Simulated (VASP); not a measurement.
A run of VASP 6.6.1 is set up as follows.

The input INCAR:

```
SYSTEM = Ag
ALGO = Fast
EDIFF = 1E-6
ENCUT = 520
GGA = CA
ICORELEVEL = 1
ISIF = 2
ISMEAR = 1
LASPH = .True.
LCHARG = .False.
LREAL = .False.
LWAVE = .False.
NBANDS = 12
NELM = 80
PREC = Accurate
SIGMA = 0.1
```

File KPOINTS:

```
k-points
0
Gamma
  15 15 23
  0 0 0
```

Contents of POSCAR:

```
Ag
1.0
    2.8300959000      0.0000000000      0.0000000000
   -1.4150479500      2.4509349400      0.0000000000
    1.4150479500      0.8169783100      2.3107636200
Ag
1
Direct
    0.0000000000      0.0000000000      0.0000000000
```

Potentials or basis: VASP PAW LDA potentials, release 64 (Ag).

Command:

```sh
$ cat potpaw_LDA.64/Ag/POTCAR > POTCAR
$ mpirun -np 1 vasp_std > vasp.out
```

Question: Estimate the pressure.

Answer: -0.2 GPa.

Question: What does it give for the band gap on the k mesh?

Answer: None (metal or under the smearing width).

Core levels (eV, on the scale of the bands):
```csv
atom,levels
1 Ag,"1s -25171.3, 2s -3701.0, 2p -3324.1, 3s -668.6, 3p -544.3, 3d -346.9, 4s -82.6, 4p -46.3"
```
